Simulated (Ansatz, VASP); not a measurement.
**One calculation of Si4BN3, two programs**

```xyz
8
Lattice="-2.1807 2.1807 4.3821 2.1807 -2.1807 4.3821 2.1807 2.1807 -4.3821" Properties=species:S:1:pos:R:3 pbc="T T T"
Si    1.0710   -1.0710    5.5033
Si   -1.0710    1.0710    5.5033
Si    1.1097    1.1097   -1.1212
Si    1.0710    1.0710    3.2610
B     0.0000    0.0000    0.0000
N     0.0000    2.1807    2.1911
N     2.1807    0.0000    2.1911
N     0.0000    0.0000    4.3821
```

Alike in both runs: functional PBE; k mesh 5 × 5 × 5; occupations gaussian, width 0.2 eV; no spin polarisation.

Ansatz relaxed the structure, and its values are those at the end. VASP's run is a single point on that final structure, the one shown.

```csv
,VASP,Ansatz
version,VASP 6.6.1,Ansatz 0.2.0
potentials or method,"VASP PAW PBE potentials, release 64 (Si, B, N)","scalar-relativistic, plane waves, PAW"
plane-wave cutoff (eV),520,420
valence electrons in the cell,34,34
```

```csv
,VASP,Ansatz,Ansatz less VASP
gap on the k mesh at the Fermi level (eV),none,none,-
pressure (GPa),-0.7,-0.6,+0.12
rms of the force components (eV/Å),0.006,0.006,-0.0005
```

A gap of «none» marks a metal or a gap that the smearing closes. The functional is the same, so the differences come from potentials, cutoffs and numerics.

Caveats: the k mesh is coarse (spacing up to 0.41 Å⁻¹), so the values aren't converged.
